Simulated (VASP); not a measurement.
NaF (rock salt):

```
CELL_PARAMETERS angstrom
      0.00000     2.31500     2.31500
      2.31500     0.00000     2.31500
      2.31500     2.31500     0.00000
ATOMIC_POSITIONS crystal
  Na 0.00000 0.00000 0.00000
  F  0.50000 0.50000 0.50000
```

The lowest empty band near Γ, direction [111], from PBE with spin-orbit coupling in VASP (PAW); its two spin partners are averaged. The gap over the points computed is 6.29 eV, and the next band on that side lies 12.68 eV away at the edge.

Settings: 520 eV cut-off, 11×11×11 Γ-centred mesh, Gaussian smearing of 0.050 eV, potentials Na_pv F.

| distance from the edge in k (1/Å) | distance in energy (meV) |
|---|---|
| 0.025 | 4.3 |
| 0.035 | 8.3 |
| 0.050 | 16.9 |
| 0.070 | 33.1 |

Q: Fit E(1 + αE) = ħ²k²/2m* (ħ²/2m0 = 3.810 eV Å²) and predict the row at 0.095 1/Å.

A: The rows don't resolve α, so a parabola serves: the electron mass is m* = 0.564 m0, and so 61.0 meV. The run gave 60.8 meV, -0.2 meV from the fit.

Left out are points under 3 meV from the edge, since the levels carry 0.1 meV, and points farther than half the way to the next band.

The compound is NaF in the rock salt structure. The cell was not relaxed at this level.
